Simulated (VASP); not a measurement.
A convergence study with VASP on CsBr (CsCl type): one setting is varied, all else stays as given below, so the limit is that of these other settings.

```
CELL_PARAMETERS angstrom
      4.29000     0.00000     0.00000
      0.00000     4.29000     0.00000
      0.00000     0.00000     4.29000
ATOMIC_POSITIONS crystal
  Cs 0.00000 0.00000 0.00000
  Br 0.50000 0.50000 0.50000
```

All values below come from PBE GGA, VASP's PBE PAW potentials (set 64) (plane waves; VASP). The tightest run used: 550 eV cut-off, 11×11×11 Monkhorst-Pack mesh, Gaussian smearing of 0.050 eV, potentials Cs_sv Br.

Question: The settings run are 1×1×1 mesh; 2×2×2 mesh; 3×3×3 mesh; 4×4×4 mesh; 5×5×5 mesh; 6×6×6 mesh; 7×7×7 mesh; 8×8×8 mesh; 9×9×9 mesh; 10×10×10 mesh; 11×11×11 mesh. From which on does the stress (every component) stay within 0.1 GPa of the tightest run?

Answer: From 3×3×3 mesh on: it is off by 0.06 there and by no more than 0.1 in any finer run, while 2×2×2 mesh is off by 0.59.
```tsv
setting	E (eV/atom)	pressure (GPa)	irreducible k-points	difference judged (GPa)
1×1×1 mesh	-0.8681	18.45	1	17.39
2×2×2 mesh	-3.0651	0.47	1	0.59
3×3×3 mesh	-2.9978	1.11	4	0.06
4×4×4 mesh	-3.0035	1.05	4	0.01
5×5×5 mesh	-3.0029	1.06	10	0.00
6×6×6 mesh	-3.0030	1.06	10	0.00
7×7×7 mesh	-3.0030	1.06	20	0.00
8×8×8 mesh	-3.0030	1.06	20	0.00
9×9×9 mesh	-3.0030	1.06	35	0.00
10×10×10 mesh	-3.0030	1.06	35	0.00
11×11×11 mesh	-3.0030	1.06	56	0.00
```

Left out are rungs that failed or repeat a setting and relaxations that didn't move; long series are thinned to 24 rows.

The compound is CsBr in the CsCl type structure. The cell was not relaxed at this level.
